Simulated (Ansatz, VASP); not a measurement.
# Cross-check of MnO (Manganosite) between VASP and Ansatz

Aim: how closely do two programs agree when they are given the same cell, functional and k mesh? The cell is taken from a series of runs on this material, whose earlier steps may have relaxed, scaled, displaced or heated it; both programs get it as it stands.

Program: Ansatz 0.2.0. Level of theory: plane waves, with VASP 6.6.1 beside it; relaxation of cell and atoms at r2SCAN with rVV10. Results are calculated unless marked as measured.

## 1. The structure

The structure is cubic, space group Fm-3m (No. 225). The conventional cell has a = 4.446 Å, b = 4.446 Å, c = 4.446 Å, α = 90.00°, β = 90.00°, γ = 90.00°. Nearest to Mn lie 6 O at 2.22 Å. Nearest to O lie 6 Mn at 2.22 Å. Farther neighbours and most contacts between anions are not listed.

## 2. Ansatz: relaxation of cell and atoms, r2SCAN with rVV10

Ansatz runs on its default PAW (the set named soft_2) files.

The relaxed volume is the usual yardstick between codes: in a stiff, nearly cubic crystal its relative difference is about their pressure difference at one cell divided by the bulk modulus.

The input, input.yaml:

```yaml
crystal:
  lattice:
    - [0.0, 2.223, 2.223]
    - [2.223, 0.0, 2.223]
    - [2.223, 2.223, 0.0]
  atoms:
    - { symbol: Mn, position: [0.0, 0.0, 0.0], spin: 4.0 }
    - { symbol: O, position: [0.5, 0.5, 0.5] }
magnetization:
  spin_polarized: true
kpoints:
  mp_grid: { grid: [10, 10, 10] }
scf:
  occupations: { method: fermi_dirac, width: 0.05 }
hamiltonian:
  xc: r2scan
  pseudopotentials: { kind: paw }
  dispersion: rvv10
output:
  forces: true
  stress: true
relax:
  f_tol: 0.01
  max_steps: 60
  cell: {}
```

The run is started by

```sh
$ ansatz run input.yaml --threads 4 --pin off --max-ram 8192MiB --backend cpu --events-out ev --progress --plain --runs-dir out
```

Numbers of over 12 decimals in the logs are rounded to 6 here.

Log:

```text
Engine: ansatz 0.2.0, x86_64-unknown-linux-gnu
Pseudopotentials: kind: paw
Pseudopotential: Mn, paw, valence charge 15, recommended cutoff 500 eV (meta_gga), Mn.paw.azcp
Pseudopotential: O, paw, valence charge 6, recommended cutoff 500 eV (meta_gga), O.paw.azcp
Functional definition: r2SCAN+rVV10
  parameter k0 = 0.174
  parameter k1 = 0.065
  parameter a1 = 4.9479
  exchange = r2scan_x(k0 = k0, k1 = k1, a1 = a1)
  correlation = r2scan_c + rvv10(11.95, 0.0093)
Crystal: 2 atoms, lattice volume = 21.971 Å³
Basis set: ecut = 500 eV, 537 PW (Γ), exchange–correlation on 108×108×108 points (64 copies of the dense FFT grid, shifted against one another)
Bands: 17, of which v1, the nominal top of the filled ones, is band 11 counted from 1 (10 counted from 0)
Symmetry: 48 space group operations
Space group: Fm-3m (ITA 225), of the structure as read, at distance tolerance 2.8e-5 Å
Magnetic group: BNS 225.116 (UNI 1618), of the structure as read, at distance tolerance 2.8e-5 Å
k-points: 47 of 1000
Non-local potential: Mn, projectors of the file, l = 0: 3, l = 1: 2, l = 2: 3, l = 3: 1
Non-local potential: O, projectors of the file, l = 0: 2, l = 1: 2, l = 2: 1
PAW form: soft (Blöchl's): semilocal exchange-correlation on the pseudo side does not see the compensation charge
rVV10 density: all electrons in the spheres
PAW frozen core: Mn, regenerated for the run's functional (the file was generated under x = pbe(κ = 0.804, μ = 0.219515), c = pbe(β = 0.066725))
PAW frozen core: O, regenerated for the run's functional (the file was generated under x = pbe(κ = 0.804, μ = 0.219515), c = pbe(β = 0.066725))
PAW one-centre angular grid: Mn, 590 points (default); XC on 160 Gauss nodes
PAW one-centre angular grid: O, 302 points (default); XC on 160 Gauss nodes
Initial density: superposition of atomic densities (chi_scale 0.1, normalization cell, long waves kept (reshape's long-wave potential 0.00 eV rms))
Starting moments: Σ|m| = 4 μB on 1 of 2 sites
Initial wavefunctions: pseudopotential atomic-orbital guess
Functional: x = r2scan, c = r2scan + rvv10(b = 11.95, C = 0.0093); τ floored in thin density (d = 2e-4 eV/Å³)
SCF iter   1: F=—  HF=-4472.311475 eV  |F-HF|=—  |Δ(HF+E_count)|=         —  Δρ=1.49e-1 (↑1.49e-1 ↓5.86e-2)  dr2=5.01e0  dr2_τ=1.91e-2  dr2_m=1.15e0  M=4.669 μB ∫|m|=4.669 μB  β_m=1.00  ethr=3.10e-3  ⟨swp⟩=3.7  Hψ=6572  notcnv=0
Mixer restart at iter 1: flushing history
preconditioner: auto → none  [metal: Δε(μ)=0.025 eV  Ē_g=13.466 eV  σ=0.050 eV  W_gap=0.13  n_scr=8 (ndim 8)  ℏωp=28.6 eV  f_vac=0.000  D(μ)=1.02/eV (n_scr^D=14)  sad-step TF]
SCF iter   2: F=—  HF=-4471.822941 eV  |F-HF|=—  |Δ(HF+E_count)|=   4.89e-1  Δρ=4.49e-2 (↑4.49e-2 ↓4.06e-2)  dr2=1.34e0  dr2_τ=2.55e-2  dr2_m=1.72e-2  M=4.838 μB ∫|m|=4.838 μB  β_m=1.00  ethr=3.10e-3  ⟨swp⟩=2.5  Hψ=3784  notcnv=0  defer=117  κ⁻¹=1.0e0(r=1)
SCF iter   3: F=—  HF=-4472.154717 eV  |F-HF|=—  |Δ(HF+E_count)|=   3.32e-1  Δρ=1.56e-2 (↑1.25e-2 ↓1.56e-2)  dr2=1.38e-1  dr2_τ=2.94e-3  dr2_m=3.86e-3  M=4.939 μB ∫|m|=4.939 μB  β_m=1.00  ethr=3.10e-3  ⟨swp⟩=2.8  Hψ=3254  notcnv=0  defer=119  κ⁻¹=8.6e-2(r=2)
SCF iter   4: F=—  HF=-4472.329005 eV  |F-HF|=—  |Δ(HF+E_count)|=         —  Δρ=9.81e-3 (↑9.68e-3 ↓9.81e-3)  dr2=5.73e-2  dr2_τ=2.04e-3  dr2_m=1.13e-3  M=4.983 μB ∫|m|=4.983 μB  β_m=1.00  ethr=6.59e-4  ⟨swp⟩=2.3  Hψ=3520  notcnv=0  defer=119
Mixer restart at iter 4: flushing history
SCF iter   5: F=—  HF=-4472.356842 eV  |F-HF|=—  |Δ(HF+E_count)|=   2.78e-2  Δρ=4.87e-3 (↑4.78e-3 ↓4.87e-3)  dr2=9.60e-3  dr2_τ=4.34e-4  dr2_m=4.48e-5  M=4.989 μB ∫|m|=4.989 μB  β_m=1.00  ethr=2.73e-4  ⟨swp⟩=2.4  Hψ=2446  notcnv=0  defer=119  κ⁻¹=1.0e0(r=1)
SCF iter   6: F=—  HF=-4472.411163 eV  |F-HF|=—  |Δ(HF+E_count)|=   5.43e-2  Δρ=3.99e-3 (↑3.47e-3 ↓3.99e-3)  dr2=7.00e-3  dr2_τ=1.39e-4  dr2_m=1.14e-4  M=4.992 μB ∫|m|=4.992 μB  β_m=1.00  ethr=4.57e-5  ⟨swp⟩=2.4  Hψ=3187  notcnv=0  defer=119  κ⁻¹=2.1e-2(r=2)
SCF iter   7: F=—  HF=-4472.468260 eV  |F-HF|=—  |Δ(HF+E_count)|=   5.71e-2  Δρ=2.02e-3 (↑1.85e-3 ↓2.02e-3)  dr2=2.52e-3  dr2_τ=3.23e-5  dr2_m=2.66e-5  M=4.995 μB ∫|m|=4.995 μB  β_m=1.00  ethr=3.33e-5  ⟨swp⟩=2.0  Hψ=2889  notcnv=0  defer=119  κ⁻¹=9.4e-3(r=3)
SCF iter   8: F=—  HF=-4472.492933 eV  |F-HF|=—  |Δ(HF+E_count)|=   2.47e-2  Δρ=8.18e-4 (↑8.08e-4 ↓8.18e-4)  dr2=3.33e-4  dr2_τ=7.92e-6  dr2_m=2.22e-6  M=4.997 μB ∫|m|=4.997 μB  β_m=1.00  ethr=1.20e-5  ⟨swp⟩=2.0  Hψ=3125  notcnv=0  defer=119  κ⁻¹=1.1e-3(r=4)
SCF iter   9: F=—  HF=-4472.493444 eV  |F-HF|=—  |Δ(HF+E_count)|=   5.10e-4  Δρ=4.27e-4 (↑3.46e-4 ↓4.27e-4)  dr2=6.53e-5  dr2_τ=1.63e-6  dr2_m=3.27e-6  M=4.997 μB ∫|m|=4.997 μB  β_m=1.00  ethr=1.59e-6  ⟨swp⟩=2.0  Hψ=2772  notcnv=0  defer=119  κ⁻¹=3.2e-4(r=5)
[...]
SCF iter   3: F=—  HF=-4472.494239 eV  |F-HF|=—  |Δ(HF+E_count)|=   4.33e-5  Δρ=9.97e-5 (↑9.97e-5 ↓7.05e-5)  dr2=4.15e-6  dr2_τ=6.53e-8  dr2_m=1.39e-7  M=4.996 μB ∫|m|=4.996 μB  β_m=1.00  ethr=4.09e-8  ⟨swp⟩=1.5  Hψ=1784  notcnv=0  κ⁻¹=1.3e-2(r=2)
SCF iter   4: F=—  HF=-4472.494284 eV  |F-HF|=—  |Δ(HF+E_count)|=   4.51e-5  Δρ=3.76e-5 (↑3.58e-5 ↓3.76e-5)  dr2=9.55e-7  dr2_τ=1.12e-8  dr2_m=1.87e-8  M=4.996 μB ∫|m|=4.996 μB  β_m=1.00  ethr=1.98e-8  ⟨swp⟩=2.2  Hψ=2169  notcnv=0  κ⁻¹=2.5e-3(r=3)
SCF iter   5: F=—  HF=-4472.494300 eV  |F-HF|=—  |Δ(HF+E_count)|=   1.61e-5  Δρ=1.83e-5 (↑1.55e-5 ↓1.83e-5)  dr2=1.65e-7  dr2_τ=2.62e-9  dr2_m=1.78e-9  M=4.996 μB ∫|m|=4.996 μB  β_m=1.00  ethr=4.55e-9  ⟨swp⟩=2.3  Hψ=2373  notcnv=0  κ⁻¹=3.0e-4(r=4)
SCF iter   6: F=-4472.494302 eV  HF=-4472.494302 eV  |F-HF|=2.14e-8  |Δ(HF+E_count)|=   2.13e-6  Δρ=1.49e-5 (↑1.04e-5 ↓1.49e-5)  dr2=9.66e-8  dr2_τ=2.55e-9  dr2_m=2.12e-9  M=4.996 μB ∫|m|=4.996 μB  ethr=7.87e-10  ⟨swp⟩=2.1  Hψ=5349  notcnv=0
SCF 2 converged in 6 iterations: F = -4472.494302 eV  dr2 = 9.66e-8
relax step   2: F+E_penalty+E_count = -4472.49430190 eV  Δ(F+E_penalty+E_count) = -6.016e-4 eV  max|allowed force component| = 6.705e-30 eV/Å  Δτ_max = 0.0000 Å  P = -0.271 GPa  Ω = 21.859 Å³  energy of the carried Pulay correction = +1.198e-4 eV  (6 SCF iters, dr2 threshold 2.00e-7 eV, accepted)
[...]
relax step   3: F+E_penalty+E_count = -4472.49437079 eV  Δ(F+E_penalty+E_count) = -6.890e-5 eV  max|allowed force component| = 8.875e-30 eV/Å  Δτ_max = 0.0000 Å  P = +0.001 GPa  Ω = 21.823 Å³  energy of the carried Pulay correction = +1.583e-4 eV  (6 SCF iters, dr2 threshold 1.83e-7 eV, accepted)
[...]
relax step   4: F+E_penalty+E_count = -4472.49422906 eV  Δ(F+E_penalty+E_count) = +1.417e-4 eV  max|allowed force component| = 4.503e-30 eV/Å  Δτ_max = 0.0000 Å  P = -0.000 GPa  Ω = 21.823 Å³  stress off target by 3.30e-4 GPa  SCF on the basis re-selected at this cell (its energy is not comparable with the rows above)  (9 SCF iters)
basis re-selected at this cell: Δ(F+E_penalty+E_count) = +1.417e-4 eV, ΔP = -0.001 GPa vs the last step (what re-selecting the basis moved, of the pressure what is left beyond the Pulay correction that the steps carried, after the strain that the cell walked since its last selection, with what the two solves' SCF thresholds leave and, on support functions, any second-order correction that the steps lacked; it is no m [...]
SCF converged after 9 iterations
Stability not checked: this state was not tested for a lower state beside it, because the mixer in use, unlike msr1, does not test its closes by its own steps (another_mixer; see scf.mixing.algorithm and scf.lower_state_search)
Magnetization: 4.9958 μB (12.9979 up, 8.0021 down)
Absolute magnetization: 4.9958 μB (∫|ρ↑−ρ↓|, with the PAW one-centre terms)
Spin contamination: 0.0047 ħ² per cell (⟨S²⟩ above its minimum at these occupations)
Per-site moments (μB) at R_I (Å): [(4.254418, 0.914930), (0.261494, 0.914930)]
Free energy (F): -4472.494229 eV
Harris-Foulkes:  -4472.494229 eV  (|F-HF|=9.09e-13)
Internal energy: -4472.493418 eV  (E = F + TS)
E sigma→0 (E₀):  -4472.493823 eV
Entropy (-TS):   -0.000811 eV (-0.406 meV/atom)
Fermi energy:    13.406882 eV
--- Per-component energies (eV) ---
  E_band       = -267.306073
  E_kinetic    = 475.580629
  E_local      = -2229.962749  (includes V_loc(G=0)·N_el)
  E_nonlocal   = 305.704991
  E_hartree    = 896.594850
  E_xc         = -179.334356
  E_vxc        = -262.464954  (∫ρ·V_xc dr)
  E_paw        = -1480.197020  (= ΣΔE_a)
  E_vpaw       = -366.861539  (= ΣTr[D̂ρ^β])
  E_aug_tail   = 0.000741  (compensation charges beyond the density's cutoff)
  E_vtau       = 17.507153  (kinetic-family band-sum trace: ∫τ·v_τ [+ j·A + Jᵃ·Aᵃ] dr)
  E_ewald      = -2260.565520
  E_core_change = -0.314984  (= ΣΔE_core)
  E_smearing   = -0.000811  (= −TS)
  E_closure    = -0.000000  (closes the sum)
  Σ components = -4472.494229   (vs F -4472.494229, Δ=0.00e0)
--- Forces (eV/Å), atoms counted from 1 ---
  atom   1  Mn    -0.00000000     0.00000000    -0.00000000
  atom   2  O      0.00000000    -0.00000000     0.00000000
  max |Σ_I F_I| component: 7.82e-30 eV/Å
--- Stress (GPa, compression-positive) ---
       -0.000330      -0.000000      -0.000000
       -0.000000      -0.000330      -0.000000
       -0.000000      -0.000000      -0.000330
  P = ⅓ Tr σ = -0.0003 GPa (-0.003 kbar)
--- Relaxed structure (3 steps of the walk, 3 accepted, 1 SCFs on fresh bases) ---
  F+E_penalty+E_count = -4472.49422906 eV   max|allowed force component| = 4.503e-30 eV/Å   (the final SCF, on the basis selected at the relaxed cell)
  cell:  # Å, volume = 21.8233 Å³
    - [0, 2.218011, 2.218011]
    - [2.218011, 0, 2.218011]
    - [2.218011, 2.218011, 0]
  atoms:
    - { symbol: Mn, position: [0, 0, 0] }
    - { symbol: O, position: [0.5, 0.5, 0.5] }
```

In the SCF lines HF is the Harris–Foulkes energy and dr2 the Hartree energy of the density residual, in eV; the loop may stop once dr2 is under the threshold and the program's other checks hold. Hψ counts applications of the Hamiltonian.

(Part 1 of 2 ends here.)

[Lines on the potential files, build, host, timing and source positions are cut from VASP's logs without a mark.]

[Logs are printed without paths, hosts, clocks, repeated set-up lines and the standing remarks that a program may print on its own settings, such as how far it seeks lower states.]

[Hosts, paths, dates, database ids (printed as entryN), source tags and the programs' standing remarks are cut or masked in the printed files.]
